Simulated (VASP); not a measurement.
# NaLi2MoF6 (Fm-3m) in VASP: single point with LDA

Aim: the single point of NaLi2MoF6 with LDA.

Everything below comes from runs of VASP 6.6.1. Logs are shortened: lines on timing, memory, paths and dates and some standing lists are left out, and cuts for length are marked.

### Step 1. The structure

Symmetry: Fm-3m, No. 225, cubic system. Conventional cell: a = 8.443 Å, b = 8.443 Å, c = 8.443 Å, α = 90.00°, β = 90.00°, γ = 90.00°. Na (site symmetry m-3m) has 6 F at 2.17 Å as nearest neighbours. Around Li (site symmetry -43m) lie 12 F at 2.99 Å. Around Mo (site symmetry m-3m) lie 6 F at 2.05 Å. F (site symmetry 4mm) is surrounded by 1 Mo at 2.05 Å and 1 Na at 2.17 Å.

The cell comes from a database or a generator and needn't be the stable form of this composition.

### Step 2. Single point, LDA

INCAR

```
PREC = Accurate ; ENCUT = 520
EDIFF = 1E-6 ; ISMEAR = -1
SIGMA = 0.05 ; LREAL = F
LASPH = T ; NELM = 100
ALGO = Normal ; ISIF = 2
LWAVE = F ; LCHARG = F
GGA = CA ; NBANDS = 46
```

KPOINTS

```
regular mesh
0
Gamma
  5 5 5
```

POSCAR

```
NaLi2MoF6
1.0
    0.0000000000      4.2213680000      4.2213680000
    4.2213680000      0.0000000000      4.2213680000
    4.2213680000      4.2213680000      0.0000000000
Na Li Mo F
1 2 1 6
Direct
    0.5000000000      0.5000000000      0.5000000000
    0.2500000000      0.2500000000      0.2500000000
    0.7500000000      0.7500000000      0.7500000000
    0.0000000000      0.0000000000      0.0000000000
    0.2432120000      0.2432120000      0.7567880000
    0.2432120000      0.7567880000      0.7567880000
    0.7567880000      0.7567880000      0.2432120000
    0.2432120000      0.7567880000      0.2432120000
    0.7567880000      0.2432120000      0.7567880000
    0.7567880000      0.2432120000      0.2432120000
```

Potentials or basis: VASP PAW LDA potentials, release 64 (Na_pv, Li_sv, Mo_sv, F).

The run is started by

```
$ cat potpaw_LDA.64/Na_pv/POTCAR potpaw_LDA.64/Li_sv/POTCAR potpaw_LDA.64/Mo_sv/POTCAR potpaw_LDA.64/F/POTCAR > POTCAR
$ mpirun -np 1 vasp_std > vasp.out
```

OUTCAR:

```text
PREC = Accurate
   ENCUT = 520
   EDIFF = 1E-6
   ISMEAR = -1
   LREAL = F
   LASPH = T
   NELM = 100
   ISIF = 2
   GGA = CA

 ion  position               nearest neighbor table
   1  0.500  0.500  0.500-   5 2.17   6 2.17   7 2.17   8 2.17   9 2.17  10 2.17
   2  0.250  0.250  0.250-
   3  0.750  0.750  0.750-
   4  0.000  0.000  0.000-   5 2.05   6 2.05   7 2.05   8 2.05   9 2.05  10 2.05
   5  0.243  0.243  0.757-   4 2.05   1 2.17
   6  0.243  0.757  0.757-   4 2.05   1 2.17
   7  0.757  0.757  0.243-   4 2.05   1 2.17
   8  0.243  0.757  0.243-   4 2.05   1 2.17
   9  0.757  0.243  0.757-   4 2.05   1 2.17
  10  0.757  0.243  0.243-   4 2.05   1 2.17

  LATTYP: Found a face centered cubic cell.
 ALAT       =     8.4427360000

  Lattice vectors:

 A1 = (   0.0000000000,   4.2213680000,   4.2213680000)
 A2 = (   4.2213680000,   0.0000000000,   4.2213680000)
 A3 = (   4.2213680000,   4.2213680000,   0.0000000000)

Analysis of symmetry for initial positions (statically):
=====================================================================
 Subroutine PRICEL returns:
 Original cell was already a primitive cell.

 Routine SETGRP: Setting up the symmetry group for a
 face centered cubic supercell.

 Subroutine GETGRP returns: Found 48 space group operations
 (whereof 48 operations were pure point group operations)
 out of a pool of 48 trial point group operations.

The static configuration has the point symmetry O_h .

Analysis of symmetry for dynamics (positions and initial velocities):
=====================================================================
 Subroutine PRICEL returns:
 Original cell was already a primitive cell.

 Routine SETGRP: Setting up the symmetry group for a
 face centered cubic supercell.

 Subroutine GETGRP returns: Found 48 space group operations
 (whereof 48 operations were pure point group operations)
 out of a pool of 48 trial point group operations.

The dynamic configuration has the point symmetry O_h .

 Subroutine INISYM returns: Found 48 space group operations
 (whereof 48 operations are pure point group operations),
 and found     1 'primitive' translations

----------------------------------------------------------------------------------------
[... 99 lines left out ...]
   NFREE  =      0    steps in history (QN), initial steepest desc. (CG)
   ISIF   =      2    stress and relaxation
   ISYM   =      2    0-nonsym 1-usesym 2-fastsym
   POTIM  = 0.5000    time-step for ionic-motion
   TEBEG  =    0.0;   TEEND  =   0.0 temperature during run
   PSTRESS=    0.0 pullay stress
   NELECT =      69.0000    total number of electrons
   NUPDOWN=      -1.0000    fix difference up-down
   EMIN   =  10.00;   EMAX   =-10.00  energy-range for DOS
   EFERMI =   0.00;   METHOD = LEGACY
   ISMEAR =    -1;   SIGMA  =   0.05  broadening in eV -4-tet -1-fermi 0-gaus
   EFERMI_NEDOS =   21; number of points for ismear=-14 and -15
   IALGO  =     38    algorithm
   IMIX   =      4    mixing-type and parameters
     AMIX     =   0.40;   BMIX     =  1.00
     AMIX_MAG =   1.60;   BMIX_MAG =  1.00
  volume/ion in A,a.u.               =      15.04       101.53
  Fermi-wavevector in a.u.,A,eV,Ry     =   1.262490  2.385760 21.686071  1.593881
  Thomas-Fermi vector in A             =   2.395896
   LORBIT       =      0    0 simple, 1 ext, 2 COOP (PROOUT), +10 PAW based schemes
   GGA     = CA    functional components
   LHFCALC =     F    Hartree Fock is set to
   AEXX    =    0.0000 exact exchange contribution
   IVDW    =     0    specifies the selected vdW correction
   LEPSILON=     F    determine dielectric tensor
   LRPA    =     F    only Hartree local field effects (RPA)
 non-spin polarized calculation
  energy-cutoff  :      520.00
  volume of cell :      150.45
 maximum number of plane-waves:      4079
 NGX is ok and might be reduce to    48
   NGX = 23   NGY = 23   NGZ = 23

 number of electron      68.9999993 magnetization

 Free energy of the ion-electron system (eV)
  ---------------------------------------------------
  ext. energy  EPLUGINS =         0.00000000
  ---------------------------------------------------
  free energy    TOTEN  =       -53.45765381 eV

  energy without entropy =      -53.26902874  energy(sigma->0) =      -53.36334128

 E-fermi :   2.8734     XC(G=0):  -8.8255

 val. band max:        2.8709616529   @ k =  -0.2000   0.2000   0.0000
 cond. band min:       2.8844379392   @ k =   0.4000   0.2000   0.0000
 fundamental gap:      0.0134762862
 Fermi energy:         2.8733520915

 k-point     1 :       0.0000    0.0000    0.0000
  band No.  band energies     occupation
      1     -59.0050      2.00000
      2     -45.7494      2.00000
      3     -45.7492      2.00000
      4     -33.3984      2.00000
      5     -33.3984      2.00000
      6     -33.3984      2.00000
[... 479 lines left out ...]
     45       8.3989      0.00000
     46       8.8382      0.00000

------------------------ aborting loop because EDIFF is reached ----------------------------------------

  FORCE on cell =-STRESS in cart. coord.  units (eV):
  Direction    XX          YY          ZZ          XY          YZ          ZX
  --------------------------------------------------------------------------------------
  -------------------------------------------------------------------------------------
  Total       -6.0225666     -6.0225666     -6.0225666     -0.0000000      0.0000000     -0.0000000
  in kB      -64.1361014    -64.1361014    -64.1361014     -0.0000000      0.0000000     -0.0000000
  external PRESSURE =     -64.1361014 kB  Pullay stress =       0.0000000 kB

 VOLUME and BASIS-vectors are now :
 -----------------------------------------------------------------------------
  energy-cutoff  :      520.00
  volume of cell :      150.45
      direct lattice vectors                 reciprocal lattice vectors
     0.000000000  4.221368000  4.221368000    -0.118445016  0.118445016  0.118445016
     4.221368000  0.000000000  4.221368000     0.118445016 -0.118445016  0.118445016
     4.221368000  4.221368000  0.000000000     0.118445016  0.118445016 -0.118445016

 POSITION                                       TOTAL-FORCE (eV/Angst)
 -----------------------------------------------------------------------------------
      4.22137      4.22137      4.22137        -0.000000      0.000000      0.000000
      2.11068      2.11068      2.11068        -0.000000      0.000000      0.000000
      6.33205      6.33205      6.33205        -0.000000      0.000000      0.000000
      0.00000      0.00000      0.00000        -0.000000      0.000000      0.000000
      4.22137      4.22137      2.05337        -0.000000      0.000000     -0.594119
      6.38936      4.22137      4.22137         0.594119      0.000000      0.000000
      4.22137      4.22137      6.38936        -0.000000      0.000000      0.594119
      4.22137      2.05337      4.22137        -0.000000     -0.594119      0.000000
      4.22137      6.38936      4.22137        -0.000000      0.594119      0.000000
      2.05337      4.22137      4.22137        -0.594119      0.000000      0.000000
 -----------------------------------------------------------------------------------
    total drift:                               -0.000000     -0.000000     -0.000000

  FREE ENERGIE OF THE ION-ELECTRON SYSTEM (eV)
  ---------------------------------------------------
  free  energy   TOTEN  =       -53.4576538126 eV

  energy  without entropy=      -53.2690287445  energy(sigma->0) =      -53.36334128
```

OSZICAR:

```text
N       E                     dE             d eps       ncg     rms          rms(c)
DAV:   1     0.733954257345E+03    0.73395E+03   -0.35372E+04   920   0.155E+03
DAV:   2     0.120683558620E+02   -0.72189E+03   -0.69492E+03  1078   0.437E+02
DAV:   3    -0.552257312781E+02   -0.67294E+02   -0.66528E+02  1116   0.138E+02
DAV:   4    -0.594118747762E+02   -0.41861E+01   -0.40742E+01  1324   0.262E+01
DAV:   5    -0.596797511942E+02   -0.26788E+00   -0.26714E+00  1320   0.530E+00    0.281E+01
DAV:   6    -0.548060297826E+02    0.48737E+01   -0.46330E+01  1010   0.314E+01    0.132E+01
DAV:   7    -0.536745309628E+02    0.11315E+01   -0.40830E+00   968   0.141E+01    0.121E+01
DAV:   8    -0.536466175653E+02    0.27913E-01   -0.17319E+00  1128   0.608E+00    0.590E+00
DAV:   9    -0.534867770048E+02    0.15984E+00   -0.14085E+00   972   0.545E+00    0.201E+00
DAV:  10    -0.534627415385E+02    0.24035E-01   -0.29516E-02   984   0.111E+00    0.563E-01
DAV:  11    -0.534582079781E+02    0.45336E-02   -0.24977E-02  1038   0.801E-01    0.218E-01
DAV:  12    -0.534579441870E+02    0.26379E-03   -0.23981E-03  1352   0.264E-01    0.194E-01
DAV:  13    -0.534577124498E+02    0.23174E-03   -0.27146E-04  1158   0.101E-01    0.865E-02
DAV:  14    -0.534576527837E+02    0.59666E-04   -0.17586E-04  1060   0.719E-02    0.382E-03
DAV:  15    -0.534576536193E+02   -0.83560E-06   -0.11130E-05  1192   0.175E-02    0.616E-03
DAV:  16    -0.534576538126E+02   -0.19331E-06   -0.52718E-07   598   0.480E-03
   1 F= -.53457654E+02 E0= -.53363341E+02  d E =-.188625E+00
```

Run time: 92 s. Hardware: 1 thread of Intel Xeon Platinum 8375C at 2.90GHz (Ice Lake), shared host; peak memory 0.29 GiB.

Results:

| Quantity | Value |
| --- | --- |
| Free energy | -53.4577 eV |
| Largest force | 0.594 eV/Å |
| Band gap on the k mesh | none (metal or under the smearing width) |

Forces in eV/Å, atoms in the order of the input:
```
Na   0.000  0.000  0.000
Li   0.000  0.000  0.000
Li   0.000  0.000  0.000
Mo   0.000  0.000  0.000
F    0.000  0.000 -0.594
F    0.594  0.000  0.000
F    0.000  0.000  0.594
F    0.000 -0.594  0.000
F    0.000  0.594  0.000
F   -0.594  0.000  0.000
```

Levels at points of the mesh, in eV from the Fermi level:
| k point | band 32 | band 33 | band 34 | band 35 | band 36 | band 37 |
| --- | --- | --- | --- | --- | --- | --- |
| (0.00, 0.00, 0.00) | -5.48 | -5.48 | -0.19 | -0.08 | -0.08 | -0.08 |

Caveat: the cutoff is under 1.25 times the usual one of these potentials, so pressure, stress and relaxed cells hold a basis-set (Pulay) error; an odd number of electrons without spin polarisation forces a metal; a magnetic or distorted state may lie lower.
